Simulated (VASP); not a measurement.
Given:

```yaml
crystal:
  lattice:
    - [4.21395, 0.00000, 0.00000]
    - [0.00000, 4.21395, 0.00000]
    - [0.00000, 0.00000, 4.21395]
  atoms:
    - { symbol: Ba, position: [0.00000, 0.00000, 0.00000] }
    - { symbol: Zr, position: [0.50000, 0.50000, 0.50000] }
    - { symbol: O, position: [0.50000, 0.00000, 0.50000] }
    - { symbol: O, position: [0.00000, 0.50000, 0.50000] }
    - { symbol: O, position: [0.50000, 0.50000, 0.00000] }
```

Computed with r2SCAN meta-GGA, VASP's PBE PAW potentials (set 64) (plane waves; VASP). Settings: 520 eV cut-off, 5×5×5 Γ-centred mesh, Gaussian smearing of 0.050 eV, potentials Ba_sv Zr_sv O.

Problem. Predict the energy per atom (σ→0).

Solution. 
```json
{
  "energy per atom (σ→0)": "-17021 meV/atom"
}
```

The compound is BaZrO3 in the cubic perovskite structure. It was relaxed first. The start is the result of an earlier pass.
